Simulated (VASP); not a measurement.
Set up this calculation in VASP 6.6.1, as the native input.

```yaml
Task: single point
Functional: PBE
Potentials_or_basis: VASP PAW PBE potentials, release 64 (Hf_pv, Ge_d)
Cutoff: 520 eV
k_mesh: 4 × 4 × 4
Occupations: gaussian, width 0.1 eV
Spin: no spin polarisation
Dipole_correction: no
Further_INCAR_settings: ALGO = Fast; EDIFF = 1e-06; NBANDS = 62
```

The structure of HfGe3 lies in POSCAR:

```
HfGe3
1.0
    5.1394954552      0.0000000000      0.0000000000
    0.0000000000      5.6001014393      0.0000000000
    0.0000000000      0.0000000000      5.1048304036
Hf Ge
2 6
Direct
    0.0000000000      0.0000000000      0.6151684171
    0.5000000000      0.5000000000      0.3848315829
    0.0000000000      0.2638513902      0.1191883295
    0.0000000000      0.7361486098      0.1191883295
    0.5000000000      0.7638513902      0.8808116705
    0.5000000000      0.2361486098      0.8808116705
    0.5000000000      0.0000000000      0.3907032374
    0.0000000000      0.5000000000      0.6092967626
```

The cell was built by a generator and needn't be a form met in nature.

These files were run (other wordings do the same):

INCAR

```
SYSTEM = HfGe3
PREC = Accurate
ENCUT = 520
EDIFF = 1E-6
ISMEAR = 0
SIGMA = 0.1
LREAL = .FALSE.
LASPH = .TRUE.
NELM = 100
ALGO = Fast
ISIF = 2
LWAVE = .FALSE.
LCHARG = .FALSE.
GGA = PE
NBANDS = 62
```

KPOINTS

```
Automatic mesh
0
G
  4 4 4
  0 0 0
```

Potentials or basis: VASP PAW PBE potentials, release 64 (Hf_pv, Ge_d).

The run is started by

```bash
$ cat potpaw_PBE.64/Hf_pv/POTCAR potpaw_PBE.64/Ge_d/POTCAR > POTCAR
$ mpirun -np 1 vasp_std > vasp.out
```

It gave:

```json
{"Pressure": "-0.1 GPa", "Largest force": "0.023 eV/Å", "Band gap on the k mesh": "none (metal or under the smearing width)"}
```

It took 4.2 min on 1 thread of Intel(R) Xeon(R) Platinum 8375C CPU @ 2.90GHz (Ice Lake), on a shared host, peak memory 0.36 GiB.
